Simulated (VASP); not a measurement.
GaSb:

```
Ga Sb
1.0
     0.00000    3.05900    3.05900
     3.05900    0.00000    3.05900
     3.05900    3.05900    0.00000
Ga Sb
1 1
Direct
  0.00000 0.00000 0.00000
  0.25000 0.25000 0.25000
```

```yaml
Program: VASP 6.6.1
Task: relaxation of cell and atoms
Functional: LDA
Potentials_or_basis: VASP PAW LDA potentials, release 64 (Ga_d, Sb)
Cutoff: 600 eV
k_mesh: 10 × 10 × 10
Occupations: gaussian, width 0.03 eV
Spin: no spin polarisation
```

At the start: pressure -1.6 GPa; volume 28.62 Å³/atom.

How do energy, volume and symmetry change on relaxing?

Over 3 steps the energy falls by 4.4 meV/atom and the volume is 27.75 Å³/atom (-3.0 %); space group F-43m (No. 216, to 0.05 Å).

The path:
```
step  energy change (eV)  largest force (eV/Å)  pressure (GPa)  volume (Å³)
   1              0.0000                0.0000           -1.59        57.25
   2             -0.0078                0.0000            0.58        54.93
   3             -0.0088                0.0000           -0.01        55.51
```

Final structure:
```cif
data_structure
_symmetry_space_group_name_H-M 'P 1'
_symmetry_Int_Tables_number 1
_cell_length_a 4.2818
_cell_length_b 4.2818
_cell_length_c 4.2818
_cell_angle_alpha 60.000
_cell_angle_beta 60.000
_cell_angle_gamma 60.000
_cell_volume 55.51
loop_
_atom_site_label
_atom_site_type_symbol
_atom_site_fract_x
_atom_site_fract_y
_atom_site_fract_z
_atom_site_occupancy
Ga1 Ga 0.00000 0.00000 0.00000 1
Sb1 Sb 0.25000 0.25000 0.25000 1
```
